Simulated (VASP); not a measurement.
Data:

```yaml
crystal:
  lattice:
    - [0.00000, 3.26042, 3.26042]
    - [3.26042, 0.00000, 3.26042]
    - [3.26042, 3.26042, 0.00000]
  atoms:
    - { symbol: Hg, position: [0.00000, 0.00000, 0.00000] }
    - { symbol: Te, position: [0.25000, 0.25000, 0.25000] }
```

These are PW91 GGA, VASP's PBE PAW potentials (set 64) (plane waves; VASP) values and carry that method's errors. Settings: 520 eV cut-off, 10×10×10 Γ-centred mesh, first-order Methfessel-Paxton smearing of 0.10 eV, potentials Hg Te.

Unless said otherwise, spin-orbit coupling is left out, though it shifts the bands of the heavy elements here.

**Question.** What does the run give for the energy per atom (σ→0), pressure, band gap (on the k-mesh) with the smallest direct gap where there is one?

**Answer.** 
```yaml
band gap (on the k-mesh): none (metal, semimetal or under 0.01 eV)
energy per atom (σ→0): -1.840 eV/atom
pressure: 2.50 GPa
```

Only differences to runs with the same potentials and settings are physical.

The compound is HgTe in the zinc blende structure. This cell is one point of a volume scan, at 0.94 of the reference volume.
